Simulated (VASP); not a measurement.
A cell of AgCl (rock salt) near equilibrium:

```
CELL_PARAMETERS angstrom
      0.00000     2.76759     2.76759
      2.76759     0.00000     2.76759
      2.76759     2.76759     0.00000
ATOMIC_POSITIONS crystal
  Ag 0.00000 0.00000 0.00000
  Cl 0.50000 0.50000 0.50000
```

Calculation: r2SCAN meta-GGA, VASP's PBE PAW potentials (set 64) (plane waves; VASP).

| run | ΔE (meV/atom) | σxx | σyy | σzz | largest shear component, with its sign (GPa) | gap (eV) |
|---|---|---|---|---|---|---|
| as it is | 0.0 | 0.19 | 0.19 | 0.19 | 0.00 | 1.42 |
| after one change | 10.6 | 2.11 | 3.98 | 2.11 | 0.00 | 1.30 |
Stress is in GPa, positive when the cell is compressed; gaps are those on the k-mesh, and 0.00 means metallic.

Question: Name the change that produced these shifts.
A. biaxial strain of -1.5 % in the yz plane
B. uniaxial strain of +3.0 % along z
C. uniaxial strain of -4.0 % along y
D. shear strain γ_yz = +2.0 %

Answer: C, uniaxial strain of -4.0 % along y

The compound is AgCl in the rock salt structure.
